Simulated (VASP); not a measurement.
Consider the following.

```
CELL_PARAMETERS angstrom
      0.00000     1.81917     1.81917
      1.81917     0.00000     1.81917
      1.81917     1.81917     0.00000
ATOMIC_POSITIONS crystal
  C  0.00000 0.00000 0.00000
  C  0.25000 0.25000 0.25000
```

Level of theory: r2SCAN meta-GGA, VASP's PBE PAW potentials (set 64) (plane waves; VASP). Run with 520 eV cut-off, 11×11×11 Γ-centred mesh, Gaussian smearing of 0.050 eV, potentials C.

### Question
Predict the energy per atom (σ→0), pressure.

### Answer

```json
{
  "energy per atom (σ→0)": "-9.799 eV/atom",
  "pressure": "-25.14 GPa"
}
```

Total energies compare only between runs with the same potentials, cut-off and functional.

The compound is C in the diamond structure. The cell was not relaxed at this level. The run is one of a series of settings (GGA removed, LMIXTAU = .TRUE., METAGGA = R2SCAN against the base run), some of them coarse on purpose.
